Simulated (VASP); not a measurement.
# LiLaTeS: structure and properties in VASP, part 3 of 5

Aim: relax LiLaTeS, then compute properties on the relaxed cell. The cell is invented: it takes the structure of a Materials Project entry for LiPrS2 (space group 123 there), with some of its atoms replaced by other elements, volume scaled by an estimate. It may not be a known or stable phase.

VASP 6.6.1, plane waves and PAW; the level of theory is named at each step.

Still holding for the runs below: The k-mesh is coarse for a metal.

So far. Step 2 (Rough relaxation of the start cell): It ends with forces that vanish by symmetry and a pressure of -0.13 GPa. Step 3 (Full relaxation (LDA)): It ends with forces that vanish by symmetry and a pressure of -0.02 GPa.

### 4. Single point with fields (LDA)

Level of this step: LDA; plane waves and PAW (La, Te, S, Li_sv); invented cell (VASP).

The relaxed cell gets a fresh self-consistent run, on a basis set for its own volume, to fix the density and to check the remaining stress.

INCAR reads:

```
SYSTEM = LiLaTeS
PREC = Accurate
ENCUT = 650
EDIFF = 1E-06
NELM = 100
ISMEAR = -1
SIGMA = 0.05
LREAL = .FALSE.
ALGO = Normal
GGA = CA
NBANDS = 19
LORBIT = 11
LWAVE = .FALSE.
LCHARG = .TRUE.
ISIF = 2
LELF = .TRUE.
LVHAR = .TRUE.
```

POSCAR reads:

```
LiLaTeS
1.0
    4.0731562989      0.0000000000      0.0000000000
    0.0000000000      4.0731562989      0.0000000000
    0.0000000000      0.0000000000      6.1913601071
La Te S Li
1 1 1 1
Direct
    0.5000000000      0.5000000000      0.5000000000
    0.5000000000      0.5000000000      0.0000000000
    0.0000000000      0.0000000000      0.5000000000
    0.0000000000      0.0000000000      0.0000000000
```

KPOINTS reads:

```
Automatic mesh
0
Gamma
6 6 4
0 0 0
```

Potentials, in the order of the species: La, Te, S and Li_sv (LDA family, release 64).

Started as:

```console
$ mpirun -np 2 vasp_std
```

The log of the run:

```text
[banner, memory and clock lines left out]
running    2 mpi-ranks, on    1 nodes
 distrk:  each k-point on    2 cores,    1 groups
 distr:  one band on    1 cores,    2 groups

 POSCAR found type information on POSCAR LaTeS Li
 POSCAR found :  4 types and       4 ions
 LDA part: xc-table for (Slater(with rela. corr.)+CA(PZ))
 , standard interpolation
|                                                                             |
|           W    W    AA    RRRRR   N    N  II  N    N   GGGG   !!!           |
|           W    W   A  A   R    R  NN   N  II  NN   N  G    G  !!!           |
|           W    W  A    A  R    R  N N  N  II  N N  N  G       !!!           |
|           W WW W  AAAAAA  RRRRR   N  N N  II  N  N N  G  GGG   !            |
|           WW  WW  A    A  R   R   N   NN  II  N   NN  G    G                |
|           W    W  A    A  R    R  N    N  II  N    N   GGGG   !!!           |
|                                                                             |
|     The number of bands has been changed from the values supplied in        |
|     The orbitals not found in the WAVECAR file will be initialized with     |
|     random numbers, which is usually adequate. For correlated               |
|     calculations, however, you should redo the groundstate calculation.     |
|     I found NBANDS = 19. Now, NBANDS = 20.                                  |
|                                                                             |

 POSCAR, INCAR and KPOINTS ok, starting setup
 FFT: planning ... GRIDC
 FFT: planning ... GRID_SOFT
 FFT: planning ... GRID
 WAVECAR not read
 entering main loop
       N       E                     dE             d eps       ncg     rms          rms(c)
DAV:   1     0.226954188404E+03    0.22695E+03   -0.10768E+04  1208   0.174E+03
DAV:   2     0.223964735449E+02   -0.20456E+03   -0.19060E+03  1568   0.274E+02
DAV:   3    -0.193039845092E+02   -0.41700E+02   -0.38012E+02  1796   0.135E+02
DAV:   4    -0.225385209818E+02   -0.32345E+01   -0.32090E+01  2008   0.373E+01
DAV:   5    -0.226891781300E+02   -0.15066E+00   -0.15051E+00  1940   0.721E+00    0.565E+00
DAV:   6    -0.223571606266E+02    0.33202E+00   -0.11355E+00  1716   0.506E+00    0.393E+00
DAV:   7    -0.223162910294E+02    0.40870E-01   -0.22358E-01  2176   0.292E+00    0.177E+00
DAV:   8    -0.223143881171E+02    0.19029E-02   -0.28568E-02  2088   0.140E+00    0.285E-01
DAV:   9    -0.223135580037E+02    0.83011E-03   -0.49865E-03  2040   0.709E-01    0.111E-01
DAV:  10    -0.223135425993E+02    0.15404E-04   -0.59141E-04  1976   0.112E-01    0.481E-02
DAV:  11    -0.223135582302E+02   -0.15631E-04   -0.51312E-05  2008   0.478E-02    0.290E-02
DAV:  12    -0.223135581920E+02    0.38144E-07   -0.18066E-05  1984   0.195E-02    0.696E-03
DAV:  13    -0.223135584913E+02   -0.29926E-06   -0.83030E-07  1152   0.714E-03
   1 F= -.22313558E+02 E0= -.22310227E+02  d E =-.666272E-02
```

Elapsed: 21 s, on 2 MPI ranks of Intel Xeon 6975P-C (Granite Rapids), shared host; peak memory 0.45 GiB; 41 s of CPU time.

From OUTCAR (step 4):

```text
  LATTYP: Found a simple tetragonal cell.
 ALAT       =     4.0731562989
 C/A-ratio  =     1.5200399034

The static configuration has the point symmetry D_4h.

 Found     30 irreducible k-points:

   k-points           NKPTS =     30   k-points in BZ     NKDIM =     30   number of bands    NBANDS=     20

   ENCUT  =  650.0 eV  47.77 Ry    6.91 a.u.   8.47  8.47 12.87*2*pi/ulx,y,z

   NELECT =      26.0000    total number of electrons

 E-fermi :   5.5604

 k-point     1 :       0.0000    0.0000    0.0000
  band No.  band energies     occupation
    ...
     10       3.3207      2.00000
     11       4.7202      2.00000
     12       5.0555      1.99992
     13       5.0847      1.99985
     14       5.0847      1.99985
     15       7.5171      0.00000
     16       7.7280      0.00000
     17       7.8791      0.00000
     18       7.8791      0.00000
     19       8.0067      0.00000
    ...

 k-point     2 :       0.1667    0.0000    0.0000
  band No.  band energies     occupation
    ...
      9       2.6100      2.00000
     10       2.8473      2.00000
     11       4.2203      2.00000
     12       4.6560      2.00000
     13       5.2076      1.99828
     14       5.7114      0.09300
     15       7.3972      0.00000
     16       7.6690      0.00000
     17       7.7663      0.00000
     18       7.8301      0.00000
    ...

  Total       -0.0249747     -0.0249747      0.0076266      0.0000000      0.0000000      0.0000000
  in kB       -0.3895488     -0.3895488      0.1189580      0.0000000      0.0000000      0.0000000
  external PRESSURE =      -0.2200465 kB  Pullay stress =       0.0000000 kB

  energy-cutoff  :      650.00
  volume of cell :      102.72
      direct lattice vectors                 reciprocal lattice vectors
     4.073156299  0.000000000  0.000000000     0.245509852  0.000000000  0.000000000
     0.000000000  4.073156299  0.000000000     0.000000000  0.245509852  0.000000000
     0.000000000  0.000000000  6.191360107     0.000000000  0.000000000  0.161515399

 POSITION                                       TOTAL-FORCE (eV/Angst)
 -----------------------------------------------------------------------------------
      2.03658      2.03658      3.09568         0.000000      0.000000      0.000000
      2.03658      2.03658      0.00000         0.000000      0.000000      0.000000
      0.00000      0.00000      3.09568         0.000000      0.000000      0.000000
      0.00000      0.00000      0.00000         0.000000      0.000000      0.000000
 -----------------------------------------------------------------------------------
    total drift:                                0.000000      0.000000      0.000000

  FREE ENERGIE OF THE ION-ELECTRON SYSTEM (eV)
  ---------------------------------------------------
  free  energy   TOTEN  =       -22.3135584913 eV

  energy  without entropy=      -22.3068957737  energy(sigma->0) =      -22.31022713

[... 4 parts as in an earlier step ...]

[... 6 further parts left out ...]
```

This step gave:

```yaml
scf_cycles: 13
bands: 20
pressure: -0.02200 GPa
```

Valence electrons inside each PAW sphere by angular momentum. Sphere charges, by row:

| atom | s (e) | p (e) | d (e) | f (e) | tot (e) |
| --- | --- | --- | --- | --- | --- |
| La1 | 2.036 | 5.66 | 0.647 | 0.198 | 8.54 |
| Te2 | 1.357 | 2.152 | 0.01 | 0 | 3.519 |
| S3 | 1.328 | 2.427 | 0 | 0 | 3.755 |
| Li4 | 2.009 | 0.05 | 0 | 0 | 2.059 |

Valence density in the ac plane at fractional y = 0.000, with atoms of S and Li within 0.2 Å of it. It is the smooth field of the valence electrons, not physical close to the nuclei.

Values in units of 1e0 e/Å³, 21 rows by 14 columns, each cell a mean:
```
5.2 2.2 0.2 0.1 0.1 0.1 0.1 0.1 0.1 0.1 0.1 0.1 0.6 3.1
0.9 0.4 0.1 0.0 0.0 0.1 0.1 0.1 0.1 0.1 0.0 0.0 0.1 0.5
0.1 0.0 0.0 0.0 0.0 0.0 0.0 0.0 0.0 0.0 0.0 0.0 0.0 0.0
0.0 0.0 0.0 0.0 0.0 0.0 0.0 0.0 0.0 0.0 0.0 0.0 0.0 0.0
0.1 0.1 0.1 0.0 0.0 0.0 0.0 0.0 0.0 0.0 0.0 0.0 0.1 0.1
0.2 0.1 0.1 0.1 0.1 0.0 0.0 0.0 0.0 0.0 0.1 0.1 0.1 0.1
0.4 0.4 0.2 0.2 0.1 0.1 0.0 0.0 0.0 0.1 0.1 0.2 0.3 0.4
0.8 0.7 0.5 0.3 0.1 0.1 0.0 0.0 0.1 0.1 0.2 0.3 0.6 0.8
1.0 1.1 0.8 0.5 0.2 0.1 0.1 0.1 0.1 0.1 0.3 0.6 1.0 1.0
0.3 0.8 1.1 0.7 0.3 0.1 0.1 0.1 0.1 0.2 0.4 0.8 1.1 0.7
0.1 0.7 1.1 0.7 0.3 0.1 0.1 0.1 0.1 0.2 0.4 0.8 1.1 0.5
0.9 1.0 0.9 0.6 0.2 0.1 0.1 0.1 0.1 0.1 0.3 0.7 1.1 1.0
1.0 0.9 0.6 0.4 0.2 0.1 0.1 0.0 0.1 0.1 0.2 0.4 0.7 0.9
0.5 0.4 0.3 0.2 0.1 0.1 0.0 0.0 0.0 0.1 0.1 0.2 0.4 0.5
0.2 0.2 0.1 0.1 0.1 0.0 0.0 0.0 0.0 0.0 0.1 0.1 0.2 0.2
0.1 0.1 0.1 0.1 0.0 0.0 0.0 0.0 0.0 0.0 0.0 0.1 0.1 0.1
0.0 0.0 0.0 0.0 0.0 0.0 0.0 0.0 0.0 0.0 0.0 0.0 0.0 0.0
0.0 0.0 0.0 0.0 0.0 0.0 0.0 0.0 0.0 0.0 0.0 0.0 0.0 0.0
0.3 0.1 0.0 0.0 0.0 0.1 0.1 0.1 0.1 0.0 0.0 0.0 0.1 0.2
3.7 1.6 0.1 0.1 0.1 0.1 0.1 0.1 0.1 0.1 0.1 0.1 0.4 2.2
8.5 3.8 0.2 0.1 0.1 0.1 0.1 0.1 0.1 0.1 0.1 0.1 1.0 5.3
```
Columns run along a (4.1 Å), rows up along c (6.2 Å). Atoms in or near the plane, at fractional coordinates: S at (0.00, 0.50), Li at (0.00, 0.00).

Electrostatic potential energy in the ac plane at fractional y = 0.000, with atoms of S and Li within 0.2 Å of it. With pseudopotentials it is smooth inside the atoms' cores, unlike the true potential.

Ten even steps from '_' (-72 eV) to '@' (4 eV), each cell a mean:
```
::++%%@@@@@@@@@@@@@@@@@@##==
##%%@@@@@@@@@@@@@@@@@@@@%%##
@@@@@@@@@@@@@@@@@@@@@@@@@@@@
@@@@@@@@@@@@@@@@@@@@@@@@@@@@
@@@@@@@@@@@@@@@@@@@@@@@@@@@@
@@@@@@@@@@@@@@@@@@@@@@@@@@@@
@@@@@@@@@@@@@@@@@@@@@@@@@@@@
**##@@@@@@@@@@@@@@@@@@@@%%##
__::**%%@@@@@@@@@@@@@@%%++..
____==%%@@@@@@@@@@@@@@##..__
____--%%@@@@@@@@@@@@@@##..__
__..++%%@@@@@@@@@@@@@@%%--__
==++%%@@@@@@@@@@@@@@@@@@##++
%%@@@@@@@@@@@@@@@@@@@@@@@@@@
@@@@@@@@@@@@@@@@@@@@@@@@@@@@
@@@@@@@@@@@@@@@@@@@@@@@@@@@@
@@@@@@@@@@@@@@@@@@@@@@@@@@@@
@@@@@@@@@@@@@@@@@@@@@@@@@@@@
%%%%@@@@@@@@@@@@@@@@@@@@@@%%
==**%%@@@@@@@@@@@@@@@@@@%%++
__==%%@@@@@@@@@@@@@@@@@@##::
```
Columns run along a (4.1 Å; values clipped at the 3rd and 97th percentile), rows up along c (6.2 Å). Atoms in or near the plane, at fractional coordinates: S at (0.00, 0.50), Li at (0.00, 0.00).

ELF in the ac plane at fractional y = 0.000, with atoms of S and Li within 0.2 Å of it. It is the smooth field of the valence electrons, not physical close to the nuclei.

Ten even steps from '_' (0.12 × 1e-1) to '@' (9.75 × 1e-1), each cell a mean:
```
@@##______..........____::%%
==..______..........______::
____________________________
____________________________
--::....______________..::--
****==--..__________..--++**
%%%%##**--..______..==**##%%
%%%%%%##++::____..--**%%%%%%
##%%%%%%**==..__..==##%%%%##
--**%%%%##==..__::++%%%%##++
--++%%%%##==..__::++%%%%##==
**##%%%%##==..__::++%%%%%%##
%%%%%%%%**--____..==##%%%%%%
%%%%##**==..______::++##%%%%
####++==::________..::==**##
==--::..______________..--==
....______________________..
____________________________
..__________________________
@@**______..........____..##
@@@@..____..........____--@@
```
Columns run along a (4.1 Å), rows up along c (6.2 Å). Atoms in or near the plane, at fractional coordinates: S at (0.00, 0.50), Li at (0.00, 0.00).

In this run the pressure is -0.02 GPa, small enough to go on.

### 5. Bands along the symmetry lines (LDA)

Levels along the symmetry lines show where the bands peak and cross; KPOINTS_OPT computes them in the converged potential.

INCAR reads:

```
SYSTEM = LiLaTeS
PREC = Accurate
ENCUT = 650
EDIFF = 1E-06
NELM = 100
ISMEAR = -1
SIGMA = 0.05
LREAL = .FALSE.
ALGO = Normal
GGA = CA
NBANDS = 27
LORBIT = 11
LWAVE = .FALSE.
LCHARG = .FALSE.
KPAR = 2
```

POSCAR is that of step 4.

KPOINTS is that of step 4.

KPOINTS_OPT reads:

```
Line mode
16
Line-mode
Reciprocal
  0.00000000   0.00000000   0.00000000 GAMMA
  0.00000000   0.50000000   0.00000000 X

  0.00000000   0.50000000   0.00000000 X
  0.50000000   0.50000000   0.00000000 M

  0.50000000   0.50000000   0.00000000 M
  0.00000000   0.00000000   0.00000000 GAMMA

  0.00000000   0.00000000   0.00000000 GAMMA
  0.00000000   0.00000000   0.50000000 Z

  0.00000000   0.00000000   0.50000000 Z
  0.00000000   0.50000000   0.50000000 R

  0.00000000   0.50000000   0.50000000 R
  0.50000000   0.50000000   0.50000000 A

  0.50000000   0.50000000   0.50000000 A
  0.00000000   0.00000000   0.50000000 Z

  0.00000000   0.50000000   0.00000000 X
  0.00000000   0.50000000   0.50000000 R

  0.50000000   0.50000000   0.00000000 M
  0.50000000   0.50000000   0.50000000 A
```

Started as:

```console
$ mpirun -np 2 vasp_std
```

The log of the run:

```text
[... set-up lines as in an earlier step ...]
 entering main loop
       N       E                     dE             d eps       ncg     rms          rms(c)
DAV:   1     0.223249855449E+03    0.22325E+03   -0.10382E+04  1666   0.131E+03
DAV:   2     0.170061764193E+02   -0.20624E+03   -0.17573E+03  1879   0.243E+02
DAV:   3    -0.193181683397E+02   -0.36324E+02   -0.33567E+02  2073   0.105E+02
DAV:   4    -0.225109737718E+02   -0.31928E+01   -0.31642E+01  2794   0.275E+01
DAV:   5    -0.226904580324E+02   -0.17948E+00   -0.17895E+00  2461   0.564E+00    0.563E+00
DAV:   6    -0.223615969397E+02    0.32886E+00   -0.73593E-01  2525   0.364E+00    0.386E+00
DAV:   7    -0.223159097148E+02    0.45687E-01   -0.16018E-01  2472   0.219E+00    0.182E+00
DAV:   8    -0.223142635379E+02    0.16462E-02   -0.22726E-02  2840   0.788E-01    0.233E-01
DAV:   9    -0.223135279131E+02    0.73562E-03   -0.25315E-03  2397   0.425E-01    0.104E-01
DAV:  10    -0.223135553121E+02   -0.27399E-04   -0.49014E-04  2736   0.858E-02    0.480E-02
DAV:  11    -0.223135561819E+02   -0.86984E-06   -0.42397E-05  2514   0.301E-02    0.235E-02
DAV:  12    -0.223135585276E+02   -0.23457E-05   -0.50532E-06  2448   0.121E-02    0.622E-03
DAV:  13    -0.223135585124E+02    0.15250E-07   -0.32088E-07  1098   0.447E-03
   1 F= -.22313559E+02 E0= -.22310226E+02  d E =-.666475E-02
 Start KPOINTS_OPT (optional k-point list driver)
k-point batch [1-30\144]
       N       E                     dE             ncg
DAV:   1     0.190950033535E+04   -0.15152E+05     1644
DAV:   2    -0.421764122681E+04   -0.61271E+04     1847
DAV:   3    -0.531365553864E+04   -0.10960E+04     2134
DAV:   4    -0.541709692048E+04   -0.10344E+03     2794
DAV:   5    -0.542123205005E+04   -0.41351E+01     2528
DAV:   6    -0.542149005259E+04   -0.25800E+00     2696
DAV:   7    -0.542149403738E+04   -0.39848E-02     2344
DAV:   8    -0.542149432849E+04   -0.29111E-03     2712
DAV:   9    -0.542149433525E+04   -0.67572E-05     1912
DAV:  10    -0.542149433560E+04   -0.35276E-06     1400
[...]
k-point batch [121-144\144]
       N       E                     dE             ncg
DAV:   1     0.576172745921E+04   -0.21458E+05     1339
DAV:   2     0.106019234606E+04   -0.47015E+04     1425
DAV:   3     0.199123845109E+03   -0.86107E+03     1699
DAV:   4     0.118263846852E+03   -0.80860E+02     2324
DAV:   5     0.115498641845E+03   -0.27652E+01     1944
DAV:   6     0.115267692603E+03   -0.23095E+00     2240
DAV:   7     0.115263833003E+03   -0.38596E-02     1936
DAV:   8     0.115263474514E+03   -0.35849E-03     2224
DAV:   9     0.115263469245E+03   -0.52690E-05     1581
DAV:  10     0.115263468900E+03   -0.34540E-06     1216
```

Elapsed: 1.8 min, on 2 MPI ranks; peak memory 0.75 GiB; 3.5 min of CPU time.

From OUTCAR (step 5):

```text
   k-points           NKPTS =     30   k-points in BZ     NKDIM =     30   number of bands    NBANDS=     27

   NELECT =      26.0000    total number of electrons

 E-fermi :   5.5604

 k-point     1 :       0.0000    0.0000    0.0000
  band No.  band energies     occupation
    ...
     10       3.3207      2.00000
     11       4.7202      2.00000
     12       5.0554      1.99992
     13       5.0847      1.99985
     14       5.0847      1.99985
     15       7.5169      0.00000
     16       7.7278      0.00000
     17       7.8789      0.00000
     18       7.8789      0.00000
     19       7.9912      0.00000
    ...

  Total       -0.0235805     -0.0235805      0.0092391      0.0000000      0.0000000      0.0000000
  in kB       -0.3678030     -0.3678030      0.1441087      0.0000000      0.0000000      0.0000000
  external PRESSURE =      -0.1971658 kB  Pullay stress =       0.0000000 kB

  FREE ENERGIE OF THE ION-ELECTRON SYSTEM (eV)
  ---------------------------------------------------
  free  energy   TOTEN  =       -22.3135585124 eV

  energy  without entropy=      -22.3068937589  energy(sigma->0) =      -22.31022614

[... 9 parts as in an earlier step ...]

[... 8 further parts left out ...]
```

Spin-orbit coupling is off here; with elements this heavy it splits and shifts levels by tenths of an eV or more.

Numbers from this step:

* bands: 27
* pressure: -0.01972 GPa

Electronic bands along the path, in eV, zero at the Fermi level; # counts the bands kept, so #1 is VASP's band 8:

```
          point     #3     #4     #5     #6     #7    #8    #9   #10
              Γ  -2.24  -0.84  -0.50  -0.48  -0.48  1.96  2.17  2.32
0.47 of the way  -3.03  -1.86  -0.95  -0.24   0.62  1.80  2.08  2.17
              X  -3.33  -3.02  -1.08   0.13   1.77  1.88  2.03  2.14
0.47 of the way  -3.05  -2.68  -1.37  -0.92   1.32  1.46  1.88  2.04
              M  -2.58  -2.02  -2.02  -0.61   0.45  0.45  2.02  2.02
0.53 of the way  -2.69  -1.63  -1.57  -0.89   1.22  1.30  2.01  2.08
              Γ  -2.24  -0.84  -0.50  -0.48  -0.48  1.96  2.17  2.32
0.47 of the way  -2.23  -1.82  -0.65  -0.65  -0.49  1.94  2.17  2.18
              Z  -2.21  -2.21  -0.84  -0.84  -0.47  1.92  2.15  2.15
0.47 of the way  -3.01  -2.95  -1.22  -0.57   0.60  1.91  2.00  2.10
              R  -3.73  -2.70  -1.44  -0.16   1.68  1.78  1.78  2.01
0.47 of the way  -3.12  -2.55  -1.83  -1.75   1.83  1.88  2.01  2.01
              A  -2.61  -2.38  -2.38  -2.38   2.00  2.00  2.02  2.02
0.47 of the way  -2.73  -2.54  -2.34  -1.06   1.51  1.95  2.00  2.04
              Z  -2.21  -2.21  -0.84  -0.84  -0.47  1.92  2.15  2.15
      jump to X  -3.33  -3.02  -1.08   0.13   1.77  1.88  2.03  2.14
0.47 of the way  -3.73  -2.16  -1.92  -0.01   1.76  1.83  2.02  2.02
              R  -3.73  -2.70  -1.44  -0.16   1.68  1.78  1.78  2.01
      jump to M  -2.58  -2.02  -2.02  -0.61   0.45  0.45  2.02  2.02
0.47 of the way  -2.59  -2.21  -2.21  -1.51   1.03  1.03  2.02  2.02
              A  -2.61  -2.38  -2.38  -2.38   2.00  2.00  2.02  2.02
```

Of the projections kept (La, Te, S, Li), the largest for each band there; the rest of the weight can lie on other orbitals:

```
point      #3       #4       #5       #6       #7       #8       #9      #10
    Γ  S 0.78  Te 0.56  La 1.00  Te 0.85  Te 0.85  La 1.00  La 1.00  La 0.98
    X  S 0.81  Te 0.88  Te 0.80  Te 0.89  La 1.00  La 1.00  La 1.00  La 1.00
    M  S 0.92   S 0.61   S 0.61  Te 0.77  La 0.95  La 0.95  La 1.00  La 1.00
    Γ  S 0.79  Te 0.56  La 1.00  Te 0.85  Te 0.85  La 1.00  La 1.00  La 0.98
    Z  S 0.80   S 0.80  Te 0.83  Te 0.83  La 1.00  La 1.00  La 1.00  La 1.00
    R  S 0.72  Te 0.65   S 0.56  Te 0.86  La 0.97  La 0.98  La 1.00  La 1.00
```

There is no gap at this level.

(Part 3 of 5 ends here.)

[Lines on the potential files, build, host, timing and source positions are cut from VASP's logs without a mark.]

[Logs are printed without paths, hosts, clocks, repeated set-up lines and the standing remarks that a program may print on its own settings, such as how far it seeks lower states.]

[Hosts, paths, dates, database ids (printed as entryN), source tags and the programs' standing remarks are cut or masked in the printed files.]

[A measured line is paired with the nearest computed mode of its activity, which favours agreement.]
